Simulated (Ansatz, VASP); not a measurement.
# Al13C42N13 (graphene/h-AlN heterobilayer): VASP beside Ansatz, part 3 of 3

Wanted: the spread between two codes on one cell, functional and k mesh. Of the first pair: The structure shown is the start of the Ansatz relaxation below; VASP solves that cell, so the two are compared at the walk's first step.

VASP 6.6.1 and Ansatz 0.2.0.

So far. Step 5 (Ansatz: relaxation, PBE with D4): This is the run of step 2 again, met here at its other cell. Step 7 (Side by side): The largest component of a force difference here is 11 meV/Å. Where the cell holds vacuum, a pressure given here is an average over it and none of the material.

**8. Ansatz: single point, PBE with D4, pair 3**

Level of this step: Ansatz beside VASP: Kohn-Sham DFT, plane waves, PBE with D4 (Ansatz).

A single point takes one fixed geometry, so differences don't come from the geometry; what else differs is listed under the comparison.

The cell is taken from a series of runs on this material, whose earlier steps may have relaxed, scaled, displaced or heated it; both programs get it as it stands.

input.yaml reads:

```yaml
crystal:
  lattice:
    - [11.2793, 0.0, 0.0]
    - [-5.63965, 9.76816, 0.0]
    - [0.0, 0.0, 19.44]
  atoms:
    - { symbol: C, position: [0.09688, 0.14303, 0.41041] }
    - { symbol: C, position: [0.14178, 0.04709, 0.41142] }
    - { symbol: C, position: [0.14206, 0.37869, 0.41092] }
    - { symbol: C, position: [0.19092, 0.28501, 0.41191] }
    - { symbol: C, position: [0.18849, 0.61705, 0.41091] }
    - { symbol: C, position: [0.23797, 0.52283, 0.41236] }
    - { symbol: C, position: [0.23738, 0.85662, 0.41147] }
    - { symbol: C, position: [0.28615, 0.76167, 0.41249] }
    - { symbol: C, position: [0.2856, 0.09428, 0.41191] }
    - { symbol: C, position: [0.33209, 0.00013, 0.41064] }
    - { symbol: C, position: [0.33397, 0.33389, 0.41177] }
    - { symbol: C, position: [0.38225, 0.23879, 0.41224] }
    - { symbol: C, position: [0.37974, 0.57145, 0.41173] }
    - { symbol: C, position: [0.42798, 0.47458, 0.41207] }
    - { symbol: C, position: [0.42896, 0.80938, 0.41092] }
    - { symbol: C, position: [0.47477, 0.71117, 0.41283] }
    - { symbol: C, position: [0.47563, 0.04805, 0.41108] }
    - { symbol: C, position: [0.52373, 0.95076, 0.41165] }
    - { symbol: C, position: [0.52421, 0.28594, 0.41163] }
    - { symbol: C, position: [0.5722, 0.18977, 0.41198] }
    - { symbol: C, position: [0.57314, 0.52493, 0.41137] }
    - { symbol: C, position: [0.61797, 0.42804, 0.4115] }
    - { symbol: C, position: [0.61849, 0.76042, 0.41191] }
    - { symbol: C, position: [0.66718, 0.66649, 0.41129] }
    - { symbol: C, position: [0.66862, 0.00028, 0.41184] }
    - { symbol: C, position: [0.71436, 0.90469, 0.41096] }
    - { symbol: C, position: [0.71435, 0.23788, 0.41181] }
    - { symbol: C, position: [0.7626, 0.141, 0.41007] }
    - { symbol: C, position: [0.76297, 0.47568, 0.4103] }
    - { symbol: C, position: [0.80965, 0.38114, 0.41134] }
    - { symbol: C, position: [0.80977, 0.71478, 0.41135] }
    - { symbol: C, position: [0.85922, 0.62063, 0.41151] }
    - { symbol: C, position: [0.85445, 0.95121, 0.41158] }
    - { symbol: C, position: [0.90338, 0.85689, 0.41209] }
    - { symbol: C, position: [0.90426, 0.1904, 0.41112] }
    - { symbol: C, position: [0.95247, 0.09474, 0.41134] }
    - { symbol: C, position: [0.95319, 0.4297, 0.41205] }
    - { symbol: C, position: [0.99929, 0.3328, 0.4106] }
    - { symbol: C, position: [0.00063, 0.66823, 0.41064] }
    - { symbol: C, position: [0.0475, 0.57119, 0.41101] }
    - { symbol: C, position: [0.04813, 0.90367, 0.4106] }
    - { symbol: C, position: [0.09496, 0.80983, 0.41113] }
    - { symbol: Al, position: [0.11463, 0.36964, 0.58852] }
    - { symbol: "N", position: [0.16427, 0.2414, 0.58811] }
    - { symbol: Al, position: [0.18981, 0.67727, 0.58877] }
    - { symbol: "N", position: [0.24261, 0.55032, 0.58831] }
    - { symbol: Al, position: [0.26863, 0.98752, 0.58845] }
    - { symbol: "N", position: [0.31934, 0.85676, 0.58743] }
    - { symbol: Al, position: [0.34533, 0.29323, 0.58855] }
    - { symbol: "N", position: [0.39966, 0.16686, 0.58817] }
    - { symbol: Al, position: [0.42162, 0.60151, 0.58867] }
    - { symbol: "N", position: [0.47159, 0.4727, 0.58855] }
    - { symbol: Al, position: [0.49894, 0.90903, 0.58927] }
    - { symbol: "N", position: [0.54874, 0.77955, 0.58895] }
    - { symbol: Al, position: [0.57639, 0.21745, 0.58764] }
    - { symbol: "N", position: [0.62607, 0.08666, 0.58811] }
    - { symbol: Al, position: [0.6528, 0.52435, 0.58846] }
    - { symbol: "N", position: [0.70245, 0.39569, 0.58881] }
    - { symbol: Al, position: [0.72967, 0.83399, 0.58818] }
    - { symbol: "N", position: [0.78123, 0.70414, 0.58714] }
    - { symbol: Al, position: [0.80481, 0.13874, 0.58869] }
    - { symbol: "N", position: [0.85861, 0.01263, 0.58845] }
    - { symbol: Al, position: [0.88448, 0.44846, 0.58856] }
    - { symbol: "N", position: [0.93461, 0.31907, 0.58827] }
    - { symbol: Al, position: [0.95987, 0.75248, 0.58778] }
    - { symbol: "N", position: [0.0108, 0.62592, 0.5885] }
    - { symbol: Al, position: [0.03663, 0.06369, 0.58818] }
    - { symbol: "N", position: [0.08968, 0.93405, 0.5886] }
kpoints:
  mp_grid: { grid: [2, 2, 1] }
hamiltonian:
  xc: pbe
  dispersion: d4
scf:
  occupations: { method: fermi_dirac, width: 0.05 }
output:
  forces: true
  populations: intrinsic
  dos:
    method: { smearing: { sigma: 0.1 } }
    de: 0.1
    projected:
      site_lists:
        Al: [Al]
        C: [C]
        "N": ["N"]
        layer_1: [0, 1, 2, 3, 4, 5, 6, 7, 8, 9, 10, 11, 12, 13, 14, 15, 16, 17, 18, 19, 20, 21, 22, 23, 24, 25, 26, 27, 28, 29, 30, 31, 32, 33, 34, 35, 36, 37, 38, 39, 40, 41]
        layer_2: [42, 43, 44, 45, 46, 47, 48, 49, 50, 51, 52, 53, 54, 55, 56, 57, 58, 59, 60, 61, 62, 63, 64, 65, 66, 67]
  eigenvalues: true
```

Started as:

```
ansatz run input.yaml --threads 4 --pin off --max-ram 8192MiB --backend cpu --events-out ev --progress --plain --runs-dir out
```

Numbers of over 12 decimals in the logs are rounded to 6 here.

Output:

```text
[...]
Crystal: 68 atoms, lattice volume = 2141.860 Å³
Basis set: ecut = 420 eV, 41855 PW (Γ), exchange–correlation on 160×160×270 points (8 copies of the dense FFT grid, shifted against one another)
Bands: 204, of which v1, the nominal top of the filled ones, is band 136 counted from 1 (135 counted from 0)
Symmetry: 1 space group operations
[...]
k-points: 4
[...]
--- intrinsic populations: 68 sites ---
  site symbol       q [e]
     0      C      4.0002
     1      C      3.9956
     2      C      4.0022
     3      C      3.9907
     4      C      3.9983
     5      C      3.9882
     6      C      3.9923
     7      C      3.9942
[...]
64     Al      1.8582
    65      N      6.1668
    66     Al      1.8569
    67      N      6.1433
  spilling = 0.000000 (of n_electrons = 272.000000)
[key lines of the parts left out:]
SCF converged after 11 iterations
Free energy (F): -22550.793187 eV
Fermi energy:    -0.878590 eV
```

**9. VASP: single point, PBE with D4, pair 3**

The same cell, functional, mesh and smearing now go to VASP, with its own data sets.

INCAR reads:

```
SYSTEM = Al13C42N13
PREC = Accurate
ENCUT = 520
EDIFF = 1E-06
NELM = 120
ISMEAR = -1
SIGMA = 0.05
LREAL = Auto
ALGO = Normal
GGA = PE
IVDW = 13
NBANDS = 184
LORBIT = 11
LWAVE = .FALSE.
LCHARG = .FALSE.
ISIF = 2
LASPH = .TRUE.
GGA_COMPAT = .FALSE.
KPAR = 4
```

POSCAR reads:

```
Al13C42N13
1.0
   11.2793000000      0.0000000000      0.0000000000
   -5.6396500000      9.7681600000      0.0000000000
    0.0000000000      0.0000000000     19.4400000000
C Al N
42 13 13
Direct
    0.0968800000      0.1430300000      0.4104100000
    0.1417800000      0.0470900000      0.4114200000
    0.1420600000      0.3786900000      0.4109200000
    0.1909200000      0.2850100000      0.4119100000
    0.1884900000      0.6170500000      0.4109100000
    0.2379700000      0.5228300000      0.4123600000
    0.2373800000      0.8566200000      0.4114700000
    0.2861500000      0.7616700000      0.4124900000
    0.2856000000      0.0942800000      0.4119100000
    0.3320900000      0.0001300000      0.4106400000
    0.3339700000      0.3338900000      0.4117700000
    0.3822500000      0.2387900000      0.4122400000
    0.3797400000      0.5714500000      0.4117300000
    0.4279800000      0.4745800000      0.4120700000
    0.4289600000      0.8093800000      0.4109200000
    0.4747700000      0.7111700000      0.4128300000
    0.4756300000      0.0480500000      0.4110800000
    0.5237300000      0.9507600000      0.4116500000
    0.5242100000      0.2859400000      0.4116300000
    0.5722000000      0.1897700000      0.4119800000
    0.5731400000      0.5249300000      0.4113700000
    0.6179700000      0.4280400000      0.4115000000
    0.6184900000      0.7604200000      0.4119100000
    0.6671800000      0.6664900000      0.4112900000
    0.6686200000      0.0002800000      0.4118400000
    0.7143600000      0.9046900000      0.4109600000
    0.7143500000      0.2378800000      0.4118100000
    0.7626000000      0.1410000000      0.4100700000
    0.7629700000      0.4756800000      0.4103000000
    0.8096500000      0.3811400000      0.4113400000
    0.8097700000      0.7147800000      0.4113500000
    0.8592200000      0.6206300000      0.4115100000
    0.8544500000      0.9512100000      0.4115800000
    0.9033800000      0.8568900000      0.4120900000
    0.9042600000      0.1904000000      0.4111200000
    0.9524700000      0.0947400000      0.4113400000
    0.9531900000      0.4297000000      0.4120500000
    0.9992900000      0.3328000000      0.4106000000
    0.0006300000      0.6682300000      0.4106400000
    0.0475000000      0.5711900000      0.4110100000
    0.0481300000      0.9036700000      0.4106000000
    0.0949600000      0.8098300000      0.4111300000
    0.1146300000      0.3696400000      0.5885200000
    0.1898100000      0.6772700000      0.5887700000
    0.2686300000      0.9875200000      0.5884500000
    0.3453300000      0.2932300000      0.5885500000
    0.4216200000      0.6015100000      0.5886700000
    0.4989400000      0.9090300000      0.5892700000
    0.5763900000      0.2174500000      0.5876400000
    0.6528000000      0.5243500000      0.5884600000
    0.7296700000      0.8339900000      0.5881800000
    0.8048100000      0.1387400000      0.5886900000
    0.8844800000      0.4484600000      0.5885600000
    0.9598700000      0.7524800000      0.5877800000
    0.0366300000      0.0636900000      0.5881800000
    0.1642700000      0.2414000000      0.5881100000
    0.2426100000      0.5503200000      0.5883100000
    0.3193400000      0.8567600000      0.5874300000
    0.3996600000      0.1668600000      0.5881700000
    0.4715900000      0.4727000000      0.5885500000
    0.5487400000      0.7795500000      0.5889500000
    0.6260700000      0.0866600000      0.5881100000
    0.7024500000      0.3956900000      0.5888100000
    0.7812300000      0.7041400000      0.5871400000
    0.8586100000      0.0126300000      0.5884500000
    0.9346100000      0.3190700000      0.5882700000
    0.0108000000      0.6259200000      0.5885000000
    0.0896800000      0.9340500000      0.5886000000
```

KPOINTS reads:

```
Automatic mesh
0
Gamma
2 2 1
0 0 0
```

PAW data sets: C, Al and N (PBE family, release 64).

Started as:

```
mpirun -np 8 vasp_std
```

Output:

```text
[... set-up lines as in an earlier step ...]
 entering main loop
       N       E                     dE             d eps       ncg     rms          rms(c)
DAV:   1     0.224867596117E+04    0.22487E+04   -0.10730E+05  1536   0.117E+03
DAV:   2    -0.201378123830E+03   -0.24501E+04   -0.23224E+04  2112   0.279E+02
DAV:   3    -0.623815667946E+03   -0.42244E+03   -0.41840E+03  1768   0.118E+02
DAV:   4    -0.641018516761E+03   -0.17203E+02   -0.17129E+02  1752   0.295E+01
[...]
DAV:  25    -0.566661228553E+03   -0.58230E-05   -0.12142E-07  1040   0.539E-04    0.205E-04
DAV:  26    -0.566661229884E+03   -0.13308E-05   -0.68935E-09  1080   0.345E-04    0.123E-04
DAV:  27    -0.566661230210E+03   -0.32593E-06    0.33668E-08  1136   0.202E-04
   1 F= -.57694281E+03 E0= -.57691124E+03  d E =-.631468E-01
```

OUTCAR, selected parts (step 9):

```text
 POSITION                                       TOTAL-FORCE (eV/Angst)
 -----------------------------------------------------------------------------------
      0.28610      1.39714      7.97837        -1.059891     -0.325251      0.332813
      1.33361      0.45998      7.99800         1.137764     -0.214874     -0.144086
     -0.53334      3.69910      7.98828        -0.179806      0.690634      0.207222
      0.54609      2.78402      8.00753        -0.069734     -0.029000     -0.305597
     -1.35391      6.02744      7.98809         1.026425      0.801766      0.332966
     -0.26444      5.10709      8.01628        -0.880102     -0.354816     -0.374541
     -2.15356      8.36760      7.99898         0.419960      0.237780     -0.035358
     -1.06798      7.44011      8.01881        -0.455115     -0.328773     -0.432712
      2.68966      0.92094      8.00753        -0.821750      0.874653     -0.115359
      3.74501      0.00127      7.98284         0.822806     -0.557942      0.237975
      1.88393      3.26149      8.00481         0.256054     -0.609823      0.141566
      2.96482      2.33254      8.01395        -0.432155     -0.650088     -0.087773
      1.06042      5.58202      8.00403         0.890853     -1.083601      0.281868
      2.15085      4.63577      8.01064         0.174039      1.365669     -0.138330
[...]
-----------------------------------------------------------------------------------
    total drift:                                0.041057     -0.020905     -0.095540

  FREE ENERGIE OF THE ION-ELECTRON SYSTEM (eV)
  ---------------------------------------------------
  free  energy   TOTEN  =      -576.9428085572 eV

  energy  without entropy=     -576.8796617126  energy(sigma->0) =     -576.91123513

[... 1 part as in an earlier step ...]
```

**10. Side by side**

Forces on 8 of the 68 atoms, those with the largest forces and the largest differences (eV/Å; atoms numbered as in POSCAR):

| atom | Ansatz x, y, z | VASP x, y, z |
| --- | --- | --- |
| C13 | 0.897, -1.081, 0.281 | 0.891, -1.084, 0.282 |
| C14 | 0.173, 1.367, -0.143 | 0.174, 1.366, -0.138 |
| C16 | -0.005, 1.414, -0.373 | -0.004, 1.415, -0.369 |
| C21 | -0.985, -0.951, 0.075 | -0.980, -0.942, 0.072 |
| C28 | -1.042, 0.960, 0.502 | -1.042, 0.965, 0.502 |
| C33 | 1.418, 0.746, -0.055 | 1.411, 0.743, -0.057 |
| C40 | -0.443, 0.264, 0.009 | -0.447, 0.269, 0.004 |
| C41 | -1.433, 0.652, 0.244 | -1.429, 0.648, 0.239 |

The forces differ by 2.9 meV/Å r.m.s., which is 0.6 % of the r.m.s. force of 0.479 eV/Å (both taken over all components). Where the cell holds vacuum, a pressure given here is an average over it and none of the material.

**11. Results**

```
r.m.s. force difference (single point, PBE with D4, start cell, pair 1)                    : 0.71 % of the r.m.s. force
r.m.s. force difference (single point, PBE with D4, relaxed atoms in a fixed cell, pair 2) : 3.5 meV/Å
r.m.s. force difference (single point, PBE with D4, pair 3)                                : 0.61 % of the r.m.s. force
```

The r.m.s. force difference is 3.5 meV/Å (single point, PBE with D4, relaxed atoms in a fixed cell, pair 2), within the 12 meV/Å picked in this series as the mark of a large difference. Such differences can come from data sets, numerical settings and the points named under the comparisons, not from the functional's error against experiment.

[Lines on the potential files, build, host, timing and source positions are cut from VASP's logs without a mark.]

[Logs are printed without paths, hosts, clocks, repeated set-up lines and the standing remarks that a program may print on its own settings, such as how far it seeks lower states.]

[Hosts, paths, dates, database ids (printed as entryN), source tags and the programs' standing remarks are cut or masked in the printed files.]
